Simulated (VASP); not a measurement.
# CuSi11C12 (a cell with a defect) in VASP: a series of runs

One crystal, CuSi11C12 (a cell with a defect), is run at these levels: PBEsol+U; tasks: relaxation of the atoms.

Everything below comes from runs of VASP 6.6.1. Logs are shortened: lines on timing, memory, paths and dates and some standing lists are left out, and cuts for length are marked.

### Step 1. Starting point

The cell holds a defect, 24 atoms: a = 9.245 Å, b = 6.163 Å, c = 6.163 Å, α = 60.00°, β = 60.00°, γ = 60.00°.

### Step 2. Relaxation of the atoms, PBEsol+U, collinear spin, ferromagnetic start

INCAR

```
ALGO = Normal
EDIFF = 1E-5
EDIFFG = -0.03
ENCUT = 450
GGA = PS
IBRION = 2
ISIF = 2
ISMEAR = 0
ISPIN = 2
KPAR = 4
LASPH = T
LCHARG = F
LDAU = T
LDAUJ = 0 0 0
LDAUL = 2 -1 -1
LDAUPRINT = 1
LDAUTYPE = 2
LDAUU = 5 0 0
LMAXMIX = 4
LORBIT = 11
LREAL = Auto
LWAVE = F
MAGMOM = 3 0 0 0 0 0 0 0 0 0 0 0 0 0 0 0 0 0 0 0 0 0 0 0
NELM = 120
NSW = 40
PREC = Accurate
SIGMA = 0.03
```

KPOINTS

```
k-points
0
Gamma
  2 3 3
```

POSCAR

```
CuSi11C12
1.0
    0.0000000000      6.5370000000      6.5370000000
    4.3580000000      0.0000000000      4.3580000000
    4.3580000000      4.3580000000      0.0000000000
Cu Si C
1 11 12
Direct
    0.0000000000      0.0000000000      0.0000000000
    0.0000000000      0.0000000000      0.5000000000
    0.0000000000      0.5000000000      0.0000000000
    0.0000000000      0.5000000000      0.5000000000
    0.3333330000      0.0000000000      0.0000000000
    0.3333330000      0.0000000000      0.5000000000
    0.3333330000      0.5000000000      0.0000000000
    0.3333330000      0.5000000000      0.5000000000
    0.6666670000      0.0000000000      0.0000000000
    0.6666670000      0.0000000000      0.5000000000
    0.6666670000      0.5000000000      0.0000000000
    0.6666670000      0.5000000000      0.5000000000
    0.0833333333      0.1250000000      0.1250000000
    0.0833333333      0.1250000000      0.6250000000
    0.0833333333      0.6250000000      0.1250000000
    0.0833333333      0.6250000000      0.6250000000
    0.4166663333      0.1250000000      0.1250000000
    0.4166663333      0.1250000000      0.6250000000
    0.4166663333      0.6250000000      0.1250000000
    0.4166663333      0.6250000000      0.6250000000
    0.7500003333      0.1250000000      0.1250000000
    0.7500003333      0.1250000000      0.6250000000
    0.7500003333      0.6250000000      0.1250000000
    0.7500003333      0.6250000000      0.6250000000
```

Potentials or basis: VASP PAW PBE potentials, release 64 (Cu, Si, C).

Started as:

```bash
$ cat potpaw_PBE.64/Cu/POTCAR potpaw_PBE.64/Si/POTCAR potpaw_PBE.64/C/POTCAR > POTCAR
$ mpirun -np 4 vasp_std > vasp.out
```

OUTCAR:

```text
EDIFF = 1E-5
   EDIFFG = -0.03
   ENCUT = 450
   GGA = PS
   IBRION = 2
   ISIF = 2
   ISMEAR = 0
   ISPIN = 2
   LASPH = T
   LORBIT = 11
   LREAL = Auto
   NELM = 120
   NSW = 40
   PREC = Accurate

 ion  position               nearest neighbor table
   1  0.000  0.000  0.000-  21 1.89  13 1.89  15 1.89  14 1.89
   2  0.000  0.000  0.500-  22 1.89  14 1.89  16 1.89  13 1.89   6 3.08  10 3.08   9 3.08  12 3.08
                             5 3.08   8 3.08   4 3.08   3 3.08   4 3.08   3 3.08
   3  0.000  0.500  0.000-  23 1.89  15 1.89  16 1.89  13 1.89   7 3.08  11 3.08   9 3.08  12 3.08
                             8 3.08   5 3.08   4 3.08   4 3.08   2 3.08   2 3.08
   4  0.000  0.500  0.500-  24 1.89  16 1.89  14 1.89  15 1.89   8 3.08  12 3.08  11 3.08  10 3.08
                             7 3.08   6 3.08   3 3.08   2 3.08   2 3.08   3 3.08
   5  0.333  0.000  0.000-  13 1.89  17 1.89  18 1.89  19 1.89   2 3.08   3 3.08   6 3.08   7 3.08
                             6 3.08   8 3.08   7 3.08   8 3.08  10 3.08  11 3.08   9 3.08
   6  0.333  0.000  0.500-  14 1.89  18 1.89  17 1.89  20 1.89   2 3.08   4 3.08   5 3.08   8 3.08
                             5 3.08   7 3.08   7 3.08   8 3.08   9 3.08  12 3.08  10 3.08
   7  0.333  0.500  0.000-  15 1.89  19 1.89  17 1.89  20 1.89   3 3.08   4 3.08   5 3.08   8 3.08
                             6 3.08   8 3.08   5 3.08   6 3.08  12 3.08   9 3.08  11 3.08
   8  0.333  0.500  0.500-  16 1.89  20 1.89  19 1.89  18 1.89   4 3.08   3 3.08   2 3.08   6 3.08
                             7 3.08   5 3.08   7 3.08   5 3.08   6 3.08  11 3.08  10 3.08  12 3.08
   9  0.667  0.000  0.000-  21 1.89  22 1.89  23 1.89  17 1.89   2 3.08   3 3.08  10 3.08  10 3.08
                            12 3.08  11 3.08  11 3.08  12 3.08   6 3.08   7 3.08   5 3.08
  10  0.667  0.000  0.500-  22 1.89  21 1.89  24 1.89  18 1.89   2 3.08   4 3.08  12 3.08   9 3.08
                            11 3.08   9 3.08  11 3.08  12 3.08   8 3.08   5 3.08   6 3.08
  11  0.667  0.500  0.000-  23 1.89  21 1.89  24 1.89  19 1.89   3 3.08   4 3.08  12 3.08   9 3.08
                            10 3.08  12 3.08   9 3.08  10 3.08   8 3.08   5 3.08   7 3.08
  12  0.667  0.500  0.500-  24 1.89  23 1.89  22 1.89  20 1.89   4 3.08   3 3.08   2 3.08  10 3.08
                             9 3.08  11 3.08  11 3.08   9 3.08  10 3.08   6 3.08   7 3.08   8 3.08
  13  0.083  0.125  0.125-   5 1.89   1 1.89   3 1.89   2 1.89
  14  0.083  0.125  0.625-   6 1.89   2 1.89   4 1.89   1 1.89
  15  0.083  0.625  0.125-   7 1.89   3 1.89   4 1.89   1 1.89
  16  0.083  0.625  0.625-   8 1.89   4 1.89   2 1.89   3 1.89
  17  0.417  0.125  0.125-   5 1.89   6 1.89   7 1.89   9 1.89
  18  0.417  0.125  0.625-   6 1.89   5 1.89   8 1.89  10 1.89
  19  0.417  0.625  0.125-   7 1.89   5 1.89   8 1.89  11 1.89
  20  0.417  0.625  0.625-   8 1.89   7 1.89   6 1.89  12 1.89
  21  0.750  0.125  0.125-   1 1.89   9 1.89  10 1.89  11 1.89
  22  0.750  0.125  0.625-   2 1.89  10 1.89   9 1.89  12 1.89
  23  0.750  0.625  0.125-   3 1.89  11 1.89   9 1.89  12 1.89
  24  0.750  0.625  0.625-   4 1.89  12 1.89  11 1.89  10 1.89

  LATTYP: Found a face centered orthorhombic cell.
 ALAT       =     6.1631427048
 B/A-ratio  =     1.7320508076
 C/A-ratio  =     2.4494897428

  Lattice vectors:

 A1 = (   0.0000000000,   6.5370000000,   6.5370000000)
 A2 = (  -4.3580000000,   2.1790000000,   6.5370000000)
[... 552 lines left out ...]
  o =  0.9627  v = -0.0103  0.0000  0.8659  0.0103  0.4999  0.0000  0.0000  0.0000  0.0000  0.0000      0.0000  0.0000  0.0000  0.0000  0.0000  0.0000  0.0000  0.0000  0.0000  0.0000
  o =  0.9635  v =  0.0016  0.0164 -0.4999  0.0016  0.8659  0.0000  0.0000  0.0000  0.0000  0.0000      0.0000  0.0000  0.0000  0.0000  0.0000  0.0000  0.0000  0.0000  0.0000  0.0000
  o =  0.9635  v =  0.0000  0.0000  0.0000  0.0000  0.0000  0.0016  0.0164 -0.4999  0.0016  0.8659      0.0000  0.0000  0.0000  0.0000  0.0000  0.0000  0.0000  0.0000  0.0000  0.0000

 number of electron     102.9999998 magnetization       0.0000001

 Free energy of the ion-electron system (eV)
  ---------------------------------------------------
  ext. energy  EPLUGINS =         0.00000000
  ---------------------------------------------------
  free energy    TOTEN  =      -182.95647736 eV

  energy without entropy =     -182.95600401  energy(sigma->0) =     -182.95624069

 E-fermi :   8.2756     XC(G=0): -11.5537

 val. band max:        8.2318904939   @ k =   0.5000   0.3333   0.3333
 cond. band min:       8.3237948484   @ k =   0.0000   0.3333   0.3333
 fundamental gap:      0.0919043545
 Fermi energy:         8.2755783336

 spin component 1

 k-point     1 :       0.0000    0.0000    0.0000
  band No.  band energies     occupation
      1      -7.5447      1.00000
      2      -5.5545      1.00000
      3      -5.4148      1.00000
      4      -4.0500      1.00000
      5      -4.0322      1.00000
      6      -3.8901      1.00000
[... 517 lines left out ...]
     62      13.3542      0.00000
     63      13.5337      0.00000
 Fermi energy:         8.2755783336

 spin component 2

 k-point     1 :       0.0000    0.0000    0.0000
  band No.  band energies     occupation
      1      -7.5447      1.00000
      2      -5.5545      1.00000
      3      -5.4148      1.00000
      4      -4.0500      1.00000
      5      -4.0322      1.00000
      6      -3.8901      1.00000
[... 517 lines left out ...]
     62      13.3542      0.00000
     63      13.5337      0.00000
 [bands above 63 left out]

------------------------ aborting loop because EDIFF is reached ----------------------------------------

  FORCE on cell =-STRESS in cart. coord.  units (eV):
  Direction    XX          YY          ZZ          XY          YZ          ZX
  --------------------------------------------------------------------------------------
  -------------------------------------------------------------------------------------
  Total        3.3344038      1.7462090      1.7462090     -0.9745212     -0.5099833     -0.9745212
  in kB       21.5152224     11.2674043     11.2674043     -6.2880928     -3.2906642     -6.2880928
  external PRESSURE =      14.6833436 kB  Pullay stress =       0.0000000 kB
[... 39 lines left out ...]
  FREE ENERGIE OF THE ION-ELECTRON SYSTEM (eV)
  ---------------------------------------------------
  free  energy   TOTEN  =      -182.9564773603 eV

  energy  without entropy=     -182.9560040137  energy(sigma->0) =     -182.95624069

 reached required accuracy - stopping structural energy minimisation

 total charge

# of ion       s       p       d       tot
------------------------------------------
    1        0.504   0.500   9.262  10.267
    2        0.713   0.985   0.000   1.698
    3        0.713   0.985   0.000   1.698
    4        0.712   0.982   0.000   1.694
    5        0.714   0.979   0.000   1.693
    6        0.710   0.977   0.000   1.687
[... 16 lines left out ...]
   23        0.836   1.708   0.000   2.544
   24        0.835   1.706   0.000   2.541
--------------------------------------------------
tot         18.477  31.313   9.262  59.053

 magnetization (x)

# of ion       s       p       d       tot
------------------------------------------
    1        0.000   0.000   0.000   0.000
    2        0.000   0.000   0.000   0.000
    3        0.000   0.000   0.000   0.000
    4        0.000   0.000   0.000   0.000
    5        0.000   0.000   0.000   0.000
    6       -0.000  -0.000   0.000  -0.000
[... 16 lines left out ...]
   23       -0.000  -0.000   0.000  -0.000
   24        0.000   0.000   0.000   0.000
--------------------------------------------------
tot          0.000   0.000   0.000   0.000
```

CONTCAR:

```text
CuSi11C12
   1.00000000000000
     0.0000000000000000    6.5369999999999999    6.5369999999999999
     4.3579999999999997    0.0000000000000000    4.3579999999999997
     4.3579999999999997    4.3579999999999997    0.0000000000000000
  Cu              Si              C
     1    11    12
Direct
     0.0011132463630440    0.9995727623326408    0.9995727623326408
     0.9982184246916087    0.9981801296445324    0.5030859317598887
     0.9982184246916087    0.5030859317598887    0.9981801296445324
     0.9979003282339490    0.5023506342280999    0.5023506342280999
     0.3340622675370592    0.9990818187711956    0.9990818187711956
     0.3344613146383784    0.9994916493983697    0.4992043138078623
[... 16 lines left out ...]
     0.7499223832023233    0.6244130658959699    0.1253139228445959
     0.7487766505697286    0.6257818695108263    0.6257818695108263

  0.00000000E+00  0.00000000E+00  0.00000000E+00
  0.00000000E+00  0.00000000E+00  0.00000000E+00
  0.00000000E+00  0.00000000E+00  0.00000000E+00
  0.00000000E+00  0.00000000E+00  0.00000000E+00
  0.00000000E+00  0.00000000E+00  0.00000000E+00
  0.00000000E+00  0.00000000E+00  0.00000000E+00
[... 16 lines left out ...]
  0.00000000E+00  0.00000000E+00  0.00000000E+00
  0.00000000E+00  0.00000000E+00  0.00000000E+00
```

Run time: 26 min. Hardware: 4 MPI ranks of Intel Xeon Platinum 8375C at 2.90GHz (Ice Lake), shared host; peak memory 0.62 GiB.

Results:

| Quantity | Value |
| --- | --- |
| Free energy | -182.9565 eV |
| Energy gained by relaxing | 15.1 meV/atom |
| Ionic steps | 10 |
| Largest force after relaxing | 0.023 eV/Å |
| Band gap on the k mesh | none (metal or under the smearing width) |
| Net moment | 0.00 μB per cell |
| Valence electrons inside the program's atomic spheres | Cu 10.27; Si 1.70, 1.69, 1.68; C 2.46, 2.47, 2.54, 2.52, 2.53, 2.49 |

Forces on the atoms (eV/Å):
```
Cu   0.000  0.001  0.001
Si   0.000 -0.002  0.002
Si   0.000  0.002 -0.002
Si   0.007 -0.002 -0.002
Si   0.011 -0.009 -0.009
Si  -0.004 -0.010 -0.008
Si  -0.004 -0.008 -0.010
Si   0.019 -0.009 -0.009
Si  -0.005  0.006  0.006
Si   0.004  0.011  0.008
Si   0.004  0.008  0.011
Si  -0.008  0.004  0.004
C   -0.014 -0.001 -0.001
C    0.001  0.002  0.003
C    0.001  0.003  0.002
C    0.011 -0.007 -0.007
C   -0.007 -0.001 -0.001
C   -0.004 -0.002  0.004
C   -0.004  0.004 -0.002
C   -0.001 -0.006 -0.006
C   -0.005  0.012  0.012
C   -0.004  0.003  0.003
C   -0.004  0.003  0.003
C    0.007  0.000  0.000
```

Step by step:
```
step  energy change (eV)  largest force (eV/Å)  pressure (GPa)
   1              0.0000                1.9797            1.19
   2             -0.3136                0.6592            1.50
   3             -0.3154                0.5590            1.45
   4             -0.3537                0.2445            1.58
   5             -0.3558                0.2066            1.52
   6             -0.3606                0.1600            1.58
   7             -0.3608                0.1350            1.64
   8             -0.3623                0.0393            1.58
   9             -0.3624                0.0443            1.63
  10             -0.3628                0.0230            1.47
```

Final structure:
```xyz
24
Lattice="0.0000 6.5370 6.5370 4.3580 0.0000 4.3580 4.3580 4.3580 0.0000" Properties=species:S:1:pos:R:3 pbc="T T T"
Cu    8.7123    4.3634    4.3634
Si    6.5425    8.7178   10.8754
Si    6.5425   10.8754    8.7178
Si    4.3785    8.7125    8.7125
Si    8.7080    6.5378    6.5378
Si    6.5313    4.3619    6.5422
Si    6.5313    6.5422    4.3619
Si    4.3605    4.3572    4.3572
Si    8.6945    8.7303    8.7303
Si    6.5377    6.5402    8.7159
Si    6.5377    8.7159    6.5402
Si    4.3570    6.5377    6.5377
C     1.1482    1.1407    1.1407
C     3.2118    3.2091    1.1495
C     3.2118    1.1495    3.2091
C     5.4483    3.2690    3.2690
C     1.0688    3.2832    3.2832
C     3.2768    5.4433    3.2640
C     3.2768    3.2640    5.4433
C     5.4444    5.4486    5.4486
C     1.1561    5.3837    5.3837
C     3.2673    7.6234    5.4484
C     3.2673    5.4484    7.6234
C     5.4543    7.6219    7.6219
```

Eigenvalues of the final occupation matrices:
```csv
site,spin,trace,eigenvalues
site 1 d,1,4.64,0.90 0.91 0.91 0.96 0.96
site 1 d,2,4.64,0.90 0.91 0.91 0.96 0.96
```

Caveat: the k mesh is coarse (spacing up to 0.42 Å⁻¹), so the values aren't converged; the cutoff is under 1.25 times the usual one of these potentials, so pressure, stress and relaxed cells hold a basis-set (Pulay) error; the PAW data sets were made with another functional, which shifts forces and pressure a little; the U is typed as a test and isn't derived for this compound.

### Step 3. Relaxation of the atoms, PBEsol+U, collinear spin, ferromagnetic start (atoms moved at random, drawn with an rms of 0.05 Å)

INCAR

```
PREC = Accurate ; ENCUT = 450
EDIFF = 1E-5 ; ISMEAR = 0
SIGMA = 0.03 ; LREAL = Auto
LASPH = True ; NELM = 120
ALGO = Normal ; ISIF = 2
LWAVE = False ; LCHARG = False
ISPIN = 2 ; MAGMOM = 1 0 0 0 0 0 0 0 0 0 0 0 0 0 0 0 0 0 0 0 0 0 0 0
LORBIT = 11 ; NUPDOWN = 1
LMAXMIX = 4 ; LDAU = True
LDAUTYPE = 2 ; LDAUL = 2 -1 -1
LDAUU = 5 0 0 ; LDAUJ = 0 0 0
LDAUPRINT = 1 ; GGA = PS
IBRION = 2 ; NSW = 60
EDIFFG = -0.03 ; ISYM = 0
KPAR = 4
```

KPOINTS

```
regular mesh
0
Gamma
  2 3 3
```

POSCAR

```
CuSi11C12
1.0
    0.0000000000      6.5370000000      6.5370000000
    4.3580000000      0.0000000000      4.3580000000
    4.3580000000      4.3580000000      0.0000000000
Cu Si C
1 11 12
Direct
   -0.0010860000      0.0039210000     -0.0001880000
   -0.0029020000      0.0082770000      0.5055310000
   -0.0007970000      0.5066490000     -0.0037450000
    0.0023170000      0.5006290000      0.5014080000
    0.3337820000     -0.0001730000      0.0010300000
    0.3369990000      0.0082960000      0.4970370000
    0.3321660000      0.5043730000      0.0008420000
    0.3326060000      0.5016600000      0.5070760000
    0.6674190000      0.0012140000      0.0047000000
    0.6679540000     -0.0031850000      0.4957540000
    0.6703460000      0.4960390000      0.0041340000
    0.6694920000      0.4917040000      0.4982670000
    0.0842760000      0.1232250000      0.1278760000
    0.0789490000      0.1219870000      0.6332660000
    0.0896090000      0.6234650000      0.1259000000
    0.0831040000      0.6116460000      0.6269450000
    0.4182790000      0.1293360000      0.1181090000
    0.4137690000      0.1229840000      0.6281330000
    0.4182110000      0.6305560000      0.1244950000
    0.4111230000      0.6330550000      0.6233090000
    0.7505540000      0.1285590000      0.1186190000
    0.7494230000      0.1238870000      0.6292020000
    0.7574510000      0.6138870000      0.1317770000
    0.7498960000      0.6297740000      0.6133270000
```

Potentials or basis: VASP PAW PBE potentials, release 64 (Cu, Si, C).

Started as:

```bash
$ cat potpaw_PBE.64/Cu/POTCAR potpaw_PBE.64/Si/POTCAR potpaw_PBE.64/C/POTCAR > POTCAR
$ mpirun -np 4 vasp_std > vasp.out
```

It took 20 min on 4 MPI ranks of Intel Xeon Platinum 8488C (Sapphire Rapids), shared host; peak memory 0.62 GiB.

Results (log left out):

| Item | Value |
| --- | --- |
| Free energy | -182.8895 eV |
| Energy gained by relaxing | 40.7 meV/atom |
| Ionic steps | 14 |
| Largest force after relaxing | 0.026 eV/Å |
| Net moment | 1.00 μB per cell |
| Site moments | Cu +0.19; Si +0.00, -0.00, +0.01; C +0.04, +0.06, +0.00, +0.02, +0.16, +0.01 μB |
| Valence electrons inside the program's atomic spheres | Cu 10.26; Si 1.70, 1.69, 1.68; C 2.47, 2.54, 2.52, 2.53, 2.49 |

Forces in eV/Å, atoms in the order of the input:
```
Cu  -0.012 -0.006 -0.005
Si   0.000  0.004  0.000
Si   0.007 -0.005 -0.001
Si   0.006  0.000  0.015
Si  -0.010  0.006  0.006
Si   0.006  0.003  0.019
Si   0.006  0.003 -0.004
Si  -0.004  0.010 -0.003
Si   0.014  0.000 -0.012
Si   0.008  0.006  0.004
Si  -0.003 -0.001  0.010
Si   0.013 -0.002 -0.009
C   -0.011  0.000  0.007
C   -0.002 -0.006  0.011
C   -0.014  0.007 -0.006
C   -0.022 -0.014 -0.005
C   -0.002 -0.007 -0.009
C   -0.017  0.005 -0.006
C   -0.009  0.001 -0.006
C    0.002  0.002 -0.003
C    0.007 -0.006  0.003
C    0.008  0.002 -0.010
C    0.018 -0.002  0.008
C    0.009 -0.002 -0.005
```

The path:
```tsv
step	energy change (eV)	largest force (eV/Å)	pressure (GPa)
1	0.0000	2.6112	1.88
2	-0.6935	1.5181	1.88
3	-0.8416	0.8341	1.43
4	-0.9484	0.3548	1.61
5	-0.9490	0.4066	1.63
6	-0.9676	0.1554	1.69
7	-0.9678	0.1445	1.61
8	-0.9728	0.0751	1.67
9	-0.9731	0.0876	1.80
10	-0.9752	0.0556	1.73
11	-0.9753	0.0563	1.66
12	-0.9760	0.0370	1.67
13	-0.9760	0.0473	1.64
14	-0.9765	0.0265	1.77
```

Final structure:
```
Cu Si C
1.0
     0.00000    6.53700    6.53700
     4.35800    0.00000    4.35800
     4.35800    4.35800    0.00000
Cu Si C
1 11 12
Direct
  0.00103 0.00026 0.00055
  0.99832 0.99838 0.50307
  0.99843 0.50284 0.99860
  0.99786 0.50276 0.50327
  0.33451 0.00068 0.00048
  0.33545 0.99972 0.49959
  0.33553 0.49961 0.99969
  0.33320 0.50105 0.50071
  0.67127 0.99845 0.99830
  0.66697 0.00047 0.50112
  0.66696 0.50101 0.00061
  0.66756 0.50020 0.49998
  0.08801 0.13255 0.13280
  0.08865 0.13166 0.60475
  0.08865 0.60454 0.13207
  0.08345 0.62547 0.62573
  0.42171 0.12335 0.12328
  0.41570 0.12662 0.62695
  0.41577 0.62717 0.12631
  0.41755 0.62511 0.62499
  0.73657 0.13294 0.13313
  0.75033 0.12570 0.62495
  0.75037 0.62499 0.12550
  0.74911 0.62625 0.62636
```

Eigenvalues of the final occupation matrices:
```tsv
site	spin	trace	eigenvalues
site 1 d	1	4.71	0.91 0.91 0.96 0.96 0.96
site 1 d	2	4.58	0.86 0.89 0.90 0.96 0.96
```

Caveat: the k mesh is coarse (spacing up to 0.42 Å⁻¹), so the values aren't converged; the cutoff is under 1.25 times the usual one of these potentials, so pressure, stress and relaxed cells hold a basis-set (Pulay) error; the PAW data sets were made with another functional, which shifts forces and pressure a little; the total moment is fixed, so each spin has its own Fermi level; the U is typed as a test and isn't derived for this compound.
